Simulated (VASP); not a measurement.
Input:

```xyz
8
Lattice="-3.2281 3.2281 6.4705 3.2281 -3.2281 6.4705 3.2281 3.2281 -6.4705" Properties=species:S:1:pos:R:3 pbc="T T T"
Mg     0.0000     3.2281     3.2352
Mg     0.0000     6.4562     0.0000
Cd     3.2281     0.0000     3.2352
Cd     0.0000     0.0000     6.4705
Te     1.6141     1.6424     4.8529
Te     1.6424    -1.6141     8.0881
Te     1.6141     1.5857    -1.6176
Te     1.5857     4.8422     1.6176
```

Method: PBEsol GGA, VASP's PBE PAW potentials (set 64) (plane waves; VASP 6.6.1). Numerical set-up: 400 eV cut-off, 6×6×6 Γ-centred mesh, tetrahedra with Blöchl corrections, potentials Mg Cd Te.

Unless said otherwise, spin-orbit coupling is left out, though it shifts the bands of the heavy elements here.

Q: Predict the energy per atom (σ→0), band gap (on the k-mesh) with the smallest direct gap where there is one.

A: 
```yaml
band gap (on the k-mesh): 1.51 eV
smallest direct gap (on the k-mesh): 1.51 eV
energy per atom (σ→0): -3.093 eV/atom
```

The structure comes from a computed database's MgCdTe2 entry (I-42d); how it stands against other phases isn't given here. It was relaxed first.
